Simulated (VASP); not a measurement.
Consider the following.

```
AlN
1.0
    0.00000     2.19000     2.19000
    2.19000     0.00000     2.19000
    2.19000     2.19000     0.00000
Al N
1 1
Direct
  0.00000   0.00000   0.00000
  0.25000   0.25000   0.25000
```

Calculation: PBE GGA with D3 dispersion (zero damping), VASP's PBE PAW potentials (set 64) (plane waves; VASP 6.6.1). Settings: 520 eV cut-off, Gaussian smearing of 0.050 eV, potentials Al N.

Give the energies of bands 2 to 5 at the high-symmetry points, in eV from the valence-band maximum.

```json
[
 {"band": "2", "Γ": "0.00", "X": "-4.88", "U": "-4.24", "L": "-5.82", "W": "-3.77"},
 {"band": "3", "Γ": "0.00", "X": "-1.76", "U": "-3.61", "L": "-0.48", "W": "-3.41"},
 {"band": "4", "Γ": "0.00", "X": "-1.76", "U": "-1.36", "L": "-0.48", "W": "-2.68"},
 {"band": "5", "Γ": "4.12", "X": "3.31", "U": "5.15", "L": "7.30", "W": "6.03"}
]
```

The gap is indirect, 3.31 eV, from the valence maximum at Γ to the conduction minimum at X.

Measured: gap 5.34 eV (computed value off by -2.03 eV), as given by Daiki Deguchi et al., Japanese Journal of Applied Physics (2016), arXiv:1512.06930.

The compound is AlN in the zinc blende structure, a metastable form; wurtzite is the usual one. The cell was not relaxed at this level.
